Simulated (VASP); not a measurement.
Input:

```yaml
crystal:
  lattice:
    - [1.56354, -2.70814, 0.00000]
    - [1.56354, 2.70814, 0.00000]
    - [0.00000, 0.00000, 3.45026]
  atoms:
    - { symbol: Hf, position: [0.00000, 0.00000, 0.00000] }
    - { symbol: B, position: [0.33333, 0.66667, 0.50000] }
    - { symbol: B, position: [0.66667, 0.33333, 0.50000] }
```

These are revTPSS meta-GGA, VASP's PBE PAW potentials (set 64) (plane waves; VASP 6.6.1) values and carry that method's errors. Settings: 520 eV cut-off, 13×13×10 Γ-centred mesh, tetrahedra with Blöchl corrections, potentials Hf_pv B.

The cores are frozen, which limits the accuracy of field gradients.

### Question
Give the principal components of the electric field gradient (V/Å²) and the asymmetry η at each nucleus.

### Answer

```json
[
 {"atom": "Hf1", "Vxx": "-38.9", "Vyy": "-38.9", "Vzz": "77.8", "η": "0.00"},
 {"atom": "B2", "Vxx": "-0.6", "Vyy": "-0.6", "Vzz": "1.3", "η": "0.00"},
 {"atom": "B3", "Vxx": "-0.6", "Vyy": "-0.6", "Vzz": "1.3", "η": "0.00"}
]
```

The compound is HfB2 in the AlB2 type structure. It was relaxed first.
